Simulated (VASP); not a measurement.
Shape and ions are relaxed at each volume.

Here is the system:

```
NiSb
1.0
    2.05516    -3.55965     0.00000
    2.05516     3.55965     0.00000
    0.00000     0.00000     5.41169
Ni Sb
2 2
Direct
  0.00000   0.00000   0.50000
  0.00000   0.00000   0.00000
  0.33333   0.66667   0.25000
  0.66667   0.33333   0.75000
```

The numbers are results of vdW-DF2, VASP's PBE PAW potentials (set 64) (plane waves; VASP), not measurements. Run with 520 eV cut-off, 9×9×6 Γ-centred mesh, first-order Methfessel-Paxton smearing of 0.10 eV, potentials Ni Sb.

### Question
Give the energy at these volumes per atom, relative to the lowest: 18.60, 19.19, 19.78, 20.38, 20.97 Å³.

### Answer
19.4, 4.7, 0.0, 4.0, 15.4 meV/atom. A third-order Birch-Murnaghan fit gives B0 = 77.5 GPa and B0′ = 3.8.

The compound is NiSb in the NiAs type structure. It was relaxed first, which changed the volume by +15 %. The run is not spin-polarised, so no magnetic state was tried.
